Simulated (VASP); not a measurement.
# CdS (Greenockite): structure and properties in VASP, part 5 of 5

What structure does CdS (Greenockite) take at this level, and what are its properties? Left out of this account: 1 further run (core levels: core levels are not valid at this level). The start is a cell from a database of measured crystal structures.

VASP 6.6.1, plane waves and PAW; the level of theory is named at each step.

So far, gap on the k-mesh (eV): step 2 (relaxing cell and atoms (r2SCAN)) 1.63; step 3 (second relaxation) 1.62; step 6 (density of states (r2SCAN)) 1.62. The relaxed cell has a = 4.160, c = 6.772 Å (conventional setting).

## 8. Bands along the symmetry lines (r2SCAN), changed input (continued)

Level of this step: r2SCAN; plane waves and PAW (Cd, S) (VASP).

The electronic bands at the labelled points (eV, zero at the valence-band top; v1 is the highest filled band, c1 the lowest empty one):

| point | v4 | v3 | v2 | v1 | c1 | c2 | c3 | c4 |
| --- | --- | --- | --- | --- | --- | --- | --- | --- |
| Γ | -0.75 | -0.05 | 0.00 | 0.00 | 1.62 | 3.23 | 6.99 | 6.99 |
| 0.53 of the way | -2.03 | -1.40 | -0.55 | -0.41 | 3.49 | 4.45 | 5.86 | 6.76 |
| M | -2.62 | -1.85 | -1.28 | -0.74 | 4.14 | 4.25 | 5.41 | 6.83 |
| 0.47 of the way | -2.64 | -2.15 | -1.40 | -1.16 | 4.69 | 5.02 | 5.26 | 6.83 |
| K | -3.07 | -1.83 | -1.83 | -1.63 | 4.93 | 5.55 | 5.55 | 7.45 |
| 0.53 of the way | -2.18 | -1.51 | -0.58 | -0.54 | 3.65 | 4.87 | 5.95 | 6.30 |
| Γ | -0.75 | -0.05 | 0.00 | 0.00 | 1.62 | 3.23 | 6.99 | 6.99 |
| 0.53 of the way | -0.63 | -0.63 | -0.13 | -0.13 | 2.54 | 3.32 | 6.75 | 7.07 |
| A | -0.38 | -0.38 | -0.38 | -0.38 | 3.27 | 3.27 | 6.62 | 6.62 |
| 0.53 of the way | -1.34 | -1.34 | -0.93 | -0.93 | 4.23 | 4.23 | 5.84 | 5.84 |
| L | -1.33 | -1.33 | -1.32 | -1.32 | 3.86 | 3.86 | 5.79 | 5.79 |
| 0.53 of the way | -2.00 | -2.00 | -1.16 | -1.16 | 4.46 | 4.46 | 6.17 | 6.17 |
| H | -2.41 | -2.41 | -1.11 | -1.11 | 4.83 | 4.83 | 6.41 | 6.41 |
| 0.47 of the way | -1.40 | -1.40 | -1.22 | -1.22 | 4.59 | 4.59 | 5.89 | 5.89 |
| A | -0.38 | -0.38 | -0.38 | -0.38 | 3.27 | 3.27 | 6.62 | 6.62 |
| jump to L | -1.33 | -1.33 | -1.32 | -1.32 | 3.86 | 3.86 | 5.79 | 5.79 |
| 0.47 of the way | -2.06 | -1.69 | -1.09 | -0.94 | 3.70 | 4.28 | 5.97 | 5.98 |
| M | -2.62 | -1.85 | -1.28 | -0.74 | 4.14 | 4.25 | 5.41 | 6.83 |
| jump to K | -3.07 | -1.83 | -1.83 | -1.63 | 4.93 | 5.55 | 5.55 | 7.45 |
| 0.47 of the way | -2.91 | -1.85 | -1.50 | -1.50 | 5.27 | 5.27 | 5.33 | 7.27 |
| H | -2.41 | -2.41 | -1.11 | -1.11 | 4.83 | 4.83 | 6.41 | 6.41 |

Of the projections kept (Cd, S), the largest for each band there; the rest of the weight can lie on other orbitals:

| point | v4 | v3 | v2 | v1 | c1 | c2 | c3 | c4 |
| --- | --- | --- | --- | --- | --- | --- | --- | --- |
| Γ | S 0.78 | S 0.80 | S 0.79 | S 0.79 | Cd 0.56 | Cd 0.72 | Cd 1.00 | Cd 1.00 |
| M | S 0.72 | S 0.79 | S 0.74 | S 0.79 | Cd 0.58 | Cd 0.82 | Cd 0.56 | S 0.60 |
| K | S 0.76 | S 0.74 | S 0.74 | S 0.74 | Cd 0.86 | Cd 0.51 | Cd 0.51 | S 0.73 |
| Γ | S 0.78 | S 0.80 | S 0.79 | S 0.79 | Cd 0.56 | Cd 0.72 | Cd 1.00 | Cd 1.00 |
| A | S 0.78 | S 0.78 | S 0.78 | S 0.78 | Cd 0.54 | Cd 0.54 | Cd 0.53 | Cd 0.53 |
| L | S 0.78 | S 0.78 | S 0.77 | S 0.77 | Cd 0.72 | Cd 0.72 | Cd 0.75 | Cd 0.75 |

Against the sound run “Band structure (r2SCAN)”, the energy at zero smearing moves by +0.0 meV an atom, the pressure by +0.00 GPa and the gap by +0.00 eV.

## 9. Ionic relaxation at fixed cell (r2SCAN), changed input

This step: r2SCAN, spin-polarised from a default ferromagnetic start; plane waves and PAW (Cd, S) (VASP 6.6.1).

This run is made with a changed input; what comes of it follows.

INCAR

```
SYSTEM = CdS
PREC = Accurate
ENCUT = 400
EDIFF = 1E-06
NELM = 82
ISMEAR = 0
SIGMA = 0.05
LREAL = .FALSE.
ALGO = Normal
METAGGA = R2SCAN
LASPH = .TRUE.
NBANDS = 24
LORBIT = 11
LWAVE = .FALSE.
LCHARG = .FALSE.
KPAR = 4
IBRION = 2
NSW = 30
ISIF = 2
EDIFFG = -0.01
ISPIN = 2
NUPDOWN = 60
```

POSCAR

```
CdS
1.0
    4.1596201544      0.0000000000      0.0000000000
   -2.0798100772      3.6023367239      0.0000000000
    0.0000000000      0.0000000000      6.7719910268
Cd S
2 2
Direct
    0.6666666667      0.3333333333      0.9994529055
    0.3333333333      0.6666666667      0.4994529055
    0.6666666667      0.3333333333      0.3755470945
    0.3333333333      0.6666666667      0.8755470945
```

KPOINTS

```
Automatic mesh
0
Gamma
5 5 3
0 0 0
```

Potentials, in the order of the species: Cd and S (PBE family, release 64).

Command:

```console
mpirun -np 4 vasp_std
```

Log:

```text
[banner, memory and clock lines left out]
running    4 mpi-ranks, on    1 nodes
[...]
|                                                                             |
|           W    W    AA    RRRRR   N    N  II  N    N   GGGG   !!!           |
|           W    W   A  A   R    R  NN   N  II  NN   N  G    G  !!!           |
|           W    W  A    A  R    R  N N  N  II  N N  N  G       !!!           |
|           W WW W  AAAAAA  RRRRR   N  N N  II  N  N N  G  GGG   !            |
|           WW  WW  A    A  R   R   N   NN  II  N   NN  G    G                |
|           W    W  A    A  R    R  N    N  II  N    N   GGGG   !!!           |
|                                                                             |
|     You requested a magnetic or noncollinear calculation, but did not       |
|     specify the initial magnetic moment with the MAGMOM tag. Note that      |
|     a default of 15 will be used for all atoms. This ferromagnetic          |
|     setup may break the symmetry of the crystal, in particular it may       |
|     rule out finding an antiferromagnetic solution. Thence, we              |
|     recommend setting the initial magnetic moment manually or verifying     |
|     carefully that this magnetic setup is desired.                          |
|                                                                             |

 [... a notice as in an earlier step ...]

 LDA part: xc-table for (None), standard interpolation
 POSCAR, INCAR and KPOINTS ok, starting setup
[...]
entering main loop
       N       E                     dE             d eps       ncg     rms          rms(c)
```

Elapsed: 4.6 min, on 4 MPI ranks of Intel Xeon 6975P-C (Granite Rapids), shared host.

The run was cut off at its time limit.

The fault in the input: moment fixed beyond the electrons at hand (ISPIN = 2 and NUPDOWN = 60). NUPDOWN must fit the electron count.

## 10. What came out

```json
{
  "relaxed volume": "25.37 Å³/atom",
  "relaxed conventional cell a, b, c": "4.160, 4.160, 6.772 Å; angles 90.0, 90.0, 120.0°",
  "space group after relaxing, within 0.02 Å": "P6_3mc (No. 186)",
  "band gap": "1.62 eV, direct",
  "gap among the points of the DOS mesh alone, an upper bound": "1.62 eV",
  "highest zone-centre mode": "299 cm⁻¹"
}
```

In words: With r2SCAN, CdS (Greenockite) relaxes to 25.37 Å³/atom in space group P6_3mc (held by the symmetry of the run) and has a direct gap of 1.62 eV. Against the listed cell the volume lies +2.0 % (a +0.5 %, c +0.9 %). Band structure (r2SCAN): The path shows a direct gap of 1.62 eV (valence top at Γ, conduction bottom at Γ). Vibrations at Γ (r2SCAN): The highest mode in this list at Γ, 299.5 cm⁻¹, is mostly motion of S (97 % of the kinetic energy). Bands along the symmetry lines (r2SCAN), changed input: On this path the gap is direct, 1.62 eV, with the valence top at Γ and the conduction bottom at Γ. Semilocal functionals usually underestimate gaps. Spin-orbit coupling is left out; it would split some degenerate bands. Modes at Γ alone can't show that the crystal is stable at other wave vectors, and the LO-TO splitting is not included. No search among competing phases was made, and a listed structure need not be the one stable at ambient conditions. All values are for a static lattice at zero temperature.

[Lines on the potential files, build, host, timing and source positions are cut from VASP's logs without a mark.]

[Logs are printed without paths, hosts, clocks, repeated set-up lines and the standing remarks that a program may print on its own settings, such as how far it seeks lower states.]

[Hosts, paths, dates, database ids (printed as entryN), source tags and the programs' standing remarks are cut or masked in the printed files.]

[A measured line is paired with the nearest computed mode of its activity, which favours agreement.]
